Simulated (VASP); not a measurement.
Here is the system:

```xyz
8
Lattice="4.6573 0.0000 0.0000 0.0000 4.6573 0.0000 0.0000 0.0000 4.6573" Properties=species:S:1:pos:R:3 pbc="T T T"
Fe     4.0293     2.9568     1.7006
Fe     1.7006     4.0293     2.9568
Fe     0.6281     0.6281     0.6281
Fe     2.9568     1.7006     4.0293
Ge     0.7372     1.5915     3.0659
Ge     3.0659     0.7372     1.5915
Ge     3.9202     3.9202     3.9202
Ge     1.5915     3.0659     0.7372
```
Starting moments (μB, in the order of the record's atoms Fe Fe Fe Fe Ge Ge Ge Ge): 1.1 1.1 1.1 1.1 -0.1 -0.1 -0.1 -0.1.

Level of theory: PBE GGA, VASP's PBE PAW potentials (set 64) (plane waves; VASP). Settings: 400 eV cut-off, 8×8×8 Γ-centred mesh, tetrahedra with Blöchl corrections, potentials Fe Ge_d.

The cores are frozen, which limits the accuracy of field gradients.

Q: Give the principal components of the electric field gradient (V/Å²) and the asymmetry η at each nucleus.

A: 
| atom | Vxx | Vyy | Vzz | η |
|---|---|---|---|---|
| Fe1 | 5.5 | 5.5 | -10.9 | 0.00 |
| Fe2 | 5.5 | 5.5 | -10.9 | 0.00 |
| Fe3 | 5.5 | 5.5 | -10.9 | 0.00 |
| Fe4 | 5.5 | 5.5 | -10.9 | 0.00 |
| Ge5 | 40.4 | 40.4 | -80.8 | 0.00 |
| Ge6 | 40.4 | 40.4 | -80.8 | 0.00 |
| Ge7 | 40.4 | 40.4 | -80.8 | 0.00 |
| Ge8 | 40.4 | 40.4 | -80.8 | 0.00 |

The compound is FeGe in the B20 structure. It was relaxed first.
